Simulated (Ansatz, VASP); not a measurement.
# Cross-check of TePtSe between VASP and Ansatz, part 2 of 2

Wanted: the spread between two codes on one cell, functional and k mesh. The structure shown is the end of the Ansatz relaxation below.

VASP 6.6.1 and Ansatz 0.2.0.

So far: Starting point; Ansatz: relaxation, PBEsol.

## 3. VASP: single point, PBEsol

Level of this step: PBEsol; plane waves and PAW (Pt, Se, Te) (VASP).

The same cell, functional and mesh now go to VASP, with its own data sets.

Lines of VASP's logs that name or quote its potential files are left out, and so is its time.

INCAR

```
SYSTEM = TePtSe
PREC = Accurate
ENCUT = 400
EDIFF = 1E-06
NELM = 120
ISMEAR = 0
SIGMA = 0.01
LREAL = .FALSE.
ALGO = Normal
GGA = PS
NBANDS = 17
LASPH = .TRUE.
LORBIT = 11
LWAVE = .FALSE.
LCHARG = .FALSE.
ISIF = 2
LDIPOL = .TRUE.
IDIPOL = 3
DIPOL = 0.5 0.5 0.332
LVHAR = .TRUE.
GGA_COMPAT = .FALSE.
EFERMI = MIDGAP
NELMDL = -8
```

POSCAR

```
TePtSe
1.0
    3.8405922581      0.0000000000      0.0000000000
   -1.9202961291      3.3260504611      0.0000000000
    0.0000000000      0.0000000000     30.0000000000
Pt Se Te
1 1 1
Direct
    0.0000000000      0.0000000000      0.3336110262
    0.3333333333      0.6666666667      0.3760500327
    0.6666666667      0.3333333333      0.2870056078
```

KPOINTS

```
Automatic mesh
0
Gamma
9 9 1
0 0 0
```

Potentials, in the order of the species: Pt, Se and Te (PBE family, release 64).

On the command line:

```
> mpirun -np 1 vasp_std
```

Numbers of over 12 decimals in the logs are rounded to 6 here.

The program printed:

```text
[banner, memory and clock lines left out]
running    1 mpi-ranks, on    1 nodes
 distrk:  each k-point on    1 cores,    1 groups
 distr:  one band on    1 cores,    1 groups

 POSCAR found type information on POSCAR PtSeTe
 POSCAR found :  3 types and       3 ions
|                                                                             |
|               ----> ADVICE to this user running VASP <----                  |
|                                                                             |
|     You enforced a specific xc type in the INCAR file but a different       |
|     [... a line on the potential file left out ...]
|     I HOPE YOU KNOW WHAT YOU ARE DOING!                                     |
|                                                                             |

 LDA part: xc-table for (Slater+PW92), standard interpolation
 POSCAR, INCAR and KPOINTS ok, starting setup
 FFT: planning ... GRIDC
 FFT: planning ... GRID_SOFT
 FFT: planning ... GRID
 WAVECAR not read
 entering main loop
       N       E                     dE             d eps       ncg     rms          rms(c)
DAV:   1     0.154636925648E+03    0.15464E+03   -0.58060E+03   408   0.726E+02
DAV:   2     0.136770269370E+01   -0.15327E+03   -0.14547E+03   676   0.142E+02
DAV:   3    -0.157885578440E+02   -0.17156E+02   -0.17058E+02   530   0.616E+01
DAV:   4    -0.160862163386E+02   -0.29766E+00   -0.29721E+00   573   0.965E+00
DAV:   5    -0.160917356054E+02   -0.55193E-02   -0.55191E-02   621   0.122E+00
DAV:   6    -0.160917763637E+02   -0.40758E-04   -0.40758E-04   598   0.977E-02
DAV:   7    -0.160917775114E+02   -0.11477E-05   -0.11476E-05   590   0.140E-02
DAV:   8    -0.160917775207E+02   -0.92878E-08   -0.93077E-08   476   0.142E-03    0.126E+01
DAV:   9    -0.154832131999E+02    0.60856E+00   -0.42000E+00   553   0.181E+01    0.765E+00
DAV:  10    -0.153656520741E+02    0.11756E+00   -0.13899E+00   491   0.103E+01    0.300E+00
DAV:  11    -0.152984246293E+02    0.67227E-01   -0.15475E-01   529   0.354E+00    0.685E-01
DAV:  12    -0.152954540914E+02    0.29705E-02   -0.36274E-02   554   0.148E+00    0.243E-01
DAV:  13    -0.152954364745E+02    0.17617E-04   -0.20381E-03   580   0.320E-01    0.189E-01
DAV:  14    -0.152956064731E+02   -0.17000E-03   -0.57679E-04   511   0.122E-01    0.104E-01
[...]
DAV:  20    -0.152956056009E+02   -0.30320E-04   -0.64302E-06   506   0.849E-03    0.604E-03
DAV:  21    -0.152956183041E+02   -0.12703E-04   -0.46447E-07   429   0.301E-03    0.202E-03
DAV:  22    -0.152956311275E+02   -0.12823E-04   -0.46602E-07   396   0.234E-03    0.343E-03
DAV:  23    -0.152956366411E+02   -0.55136E-05   -0.23029E-07   423   0.242E-03    0.937E-04
DAV:  24    -0.152956391804E+02   -0.25394E-05   -0.40755E-08   440   0.690E-04    0.115E-03
DAV:  25    -0.152956402774E+02   -0.10969E-05   -0.27212E-08   433   0.950E-04    0.485E-04
DAV:  26    -0.152956415447E+02   -0.12673E-05   -0.23688E-08   432   0.675E-04    0.249E-04
DAV:  27    -0.152956418766E+02   -0.33193E-06   -0.57831E-09   442   0.323E-04
   1 F= -.15295642E+02 E0= -.15295642E+02  d E =0.000000E+00
```

From OUTCAR (step 3):

```text
ion  position               nearest neighbor table
   1  0.000  0.000  0.334-   2 2.56   2 2.56   2 2.56   3 2.62   3 2.62   3 2.62
   2  0.333  0.667  0.376-   1 2.56   1 2.56   1 2.56
   3  0.667  0.333  0.287-   1 2.62   1 2.62   1 2.62

  LATTYP: Found a hexagonal cell.
 ALAT       =     3.8405922581
 C/A-ratio  =     7.8112952336

 Subroutine GETGRP returns: Found  6 space group operations
 (whereof  6 operations were pure point group operations)

The static configuration has the point symmetry C_3v.

 Found     12 irreducible k-points:

   k-points           NKPTS =     12   k-points in BZ     NKDIM =     12   number of bands    NBANDS=     17

   dimension x,y,z NGX =    28 NGY =   28 NGZ =  196
   dimension x,y,z NGXF=    56 NGYF=   56 NGZF=  392

   ENCUT  =  400.0 eV  29.40 Ry    5.42 a.u.   6.26  6.26 48.92*2*pi/ulx,y,z

   NELECT =      22.0000    total number of electrons

 k-points in reciprocal lattice and weights: Automatic mesh
   0.00000000  0.00000000  0.00000000       0.012
   0.11111111  0.00000000  0.00000000       0.074
   0.22222222  0.00000000  0.00000000       0.074
   0.33333333  0.00000000  0.00000000       0.074
   0.44444444  0.00000000  0.00000000       0.074
   0.11111111  0.11111111  0.00000000       0.074
   0.22222222  0.11111111  0.00000000       0.148
   0.33333333  0.11111111  0.00000000       0.148
   0.44444444  0.11111111  0.00000000       0.074
   0.22222222  0.22222222  0.00000000       0.074
   0.33333333  0.22222222  0.00000000       0.148
   0.33333333  0.33333333  0.00000000       0.025

 dipolmoment           0.000000      0.000000      0.053622 electrons x Angstroem

 average (electrostatic) potential at core
       1 -77.2327       2 -61.1375       3 -97.3591

 E-fermi :  -2.6212

 k-point     1 :       0.0000    0.0000    0.0000
  band No.  band energies     occupation
    ...
      7      -6.3451      2.00000
      8      -4.8409      2.00000
      9      -3.7318      2.00000
     10      -3.1299      2.00000
     11      -3.1299      2.00000
     12      -0.3225      0.00000
     13      -0.3225      0.00000
     14       0.7621      0.00000
     15       1.7037      0.00000
     16       1.8534      0.00000
    ...

 k-point     2 :       0.1111    0.0000    0.0000
  band No.  band energies     occupation
    ...
      7      -6.4187      2.00000
      8      -5.1044      2.00000
      9      -3.6412      2.00000
     10      -3.3261      2.00000
     11      -3.1975      2.00000
     12      -1.2101      0.00000
     13      -0.5347      0.00000
     14       1.1678      0.00000
     15       1.9871      0.00000
     16       2.1815      0.00000
    ...

 k-point     3 :       0.2222    0.0000    0.0000
  band No.  band energies     occupation
    ...
      7      -6.5242      2.00000
      8      -5.6016      2.00000
      9      -3.9589      2.00000
     10      -3.5560      2.00000
     11      -3.3341      2.00000
     12      -2.1125      0.00000
     13      -0.7667      0.00000
     14       1.7439      0.00000
     15       1.8444      0.00000
     16       2.5883      0.00000
    ...

  Total       -0.0244197     -0.0244197     -0.0230399      0.0000000      0.0000000      0.0000000
  in kB       -0.1020946     -0.1020946     -0.0963260      0.0000000      0.0000000      0.0000000
  external PRESSURE =      -0.1001717 kB  Pullay stress =       0.0000000 kB

  energy-cutoff  :      400.00
  volume of cell :      383.22
      direct lattice vectors                 reciprocal lattice vectors
     3.840592258  0.000000000  0.000000000     0.260376508  0.150328447  0.000000000
    -1.920296129  3.326050461  0.000000000     0.000000000  0.300656894  0.000000000
     0.000000000  0.000000000 30.000000000     0.000000000  0.000000000  0.033333333

 POSITION                                       TOTAL-FORCE (eV/Angst)
 -----------------------------------------------------------------------------------
      0.00000      0.00000     10.00833        -0.000000      0.000000     -0.010637
     -0.00000      2.21737     11.28150         0.000000     -0.000000      0.005201
      1.92030      1.10868      8.61017        -0.000000      0.000000      0.005435
 -----------------------------------------------------------------------------------
    total drift:                                0.000000     -0.000000     -0.000545

  FREE ENERGIE OF THE ION-ELECTRON SYSTEM (eV)
  ---------------------------------------------------
  free  energy   TOTEN  =       -15.2956418766 eV

  energy  without entropy=      -15.2956418766  energy(sigma->0) =      -15.29564188

 vacuum level on the upper side and lower side of the slab         2.495         1.735

 total charge
# of ion       s       p       d       tot
------------------------------------------
    1        0.679   0.697   8.042   9.418
    2        1.479   2.225   0.052   3.756
    3        1.384   1.924   0.065   3.373
--------------------------------------------------
tot          3.542   4.846   8.159  16.546

[... 3 further parts left out ...]
```

The run ends at a pressure of -0.01 GPa, with forces up to 0.011 eV/Å.

## 4. Differences

Known differences besides the potentials themselves: fixed occupations in Ansatz, narrow Gaussian smearing in VASP; Ansatz cuts the interaction across the vacuum, VASP repeats the sheet with a dipole correction; the data sets hold 50 valence electrons in Ansatz (on its default PAW (the set named soft_2) files) and 22 in VASP; the cutoff is 420 eV in Ansatz and 400 eV in VASP; Ansatz makes its cores anew for this functional, VASP keeps those of its PBE data sets. Total energies have different zeros and are not compared.

The two programs side by side:

```csv
quantity,Ansatz,VASP,difference
gap on the k mesh (eV),1.024,1.017,+0.007
```

At this near-relaxed geometry the largest component of a force difference is 11 meV/Å. A gap on the mesh is an upper bound, since the band edges may lie between its points; neither run holds spin-orbit coupling, which can move the band edges of a compound of Pt. With vacuum in the cell, a pressure given here is an average over mostly empty space and none of the material.

## 5. Summary of results

| Quantity | Value |
| --- | --- |
| difference in gap on the k mesh (single point, PBEsol) | 0.0066 eV |

**Reading.** The difference in gap on the k mesh is 0.0066 eV (single point, PBEsol), within the 0.08 eV picked in this series as the mark of a large difference. The data sets hold unlike numbers of valence electrons (50 in Ansatz and 22 in VASP), so part of the differences comes from the potentials. How closely two codes agree says nothing of how well the functional describes the real material.

[Lines on the potential files, build, host, timing and source positions are cut from VASP's logs without a mark.]

[Logs are printed without paths, hosts, clocks, repeated set-up lines and the standing remarks that a program may print on its own settings, such as how far it seeks lower states.]

[Hosts, paths, dates, database ids (printed as entryN), source tags and the programs' standing remarks are cut or masked in the printed files.]
